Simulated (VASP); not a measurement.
A run of VASP 6.6.1:

The input INCAR:

```
ALGO = Fast
EDIFF = 1E-7
ENCUT = 520
GGA = PE
ISIF = 2
ISMEAR = 0
ISPIN = 2
LASPH = True
LCHARG = False
LMAXMIX = 4
LORBIT = 11
LREAL = False
LWAVE = False
MAGMOM = 0.5 0 0
NBANDS = 23
NELM = 80
PREC = Accurate
SIGMA = 0.05
```

File KPOINTS:

```
k-points
0
Gamma
  6 6 6
```

Contents of POSCAR:

```
PtF2
1.0
    0.0000000000      2.5525506100      2.5525506100
    2.5525506100      0.0000000000      2.5525506100
    2.5525506100      2.5525506100      0.0000000000
Pt F
1 2
Direct
    0.0000000000      0.0000000000      0.0000000000
    0.2500000000      0.2500000000      0.2500000000
    0.7500000000      0.7500000000      0.7500000000
```

Potentials or basis: VASP PAW PBE potentials, release 64 (Pt, F).

Command:

```console
$ cat potpaw_PBE.64/Pt/POTCAR potpaw_PBE.64/F/POTCAR > POTCAR
$ mpirun -np 1 vasp_std > vasp.out
```

Hardware: 1 thread of AMD EPYC 7R43 64-Core Processor (Zen 3) (shared host).

Task: How long does it take, and how much memory?

Result: Run time: 2.9 min on 1 thread of AMD EPYC 7R43 64-Core Processor (Zen 3), on a shared host, peak memory 0.14 GiB. Counts: scf iterations 58, k points 16.
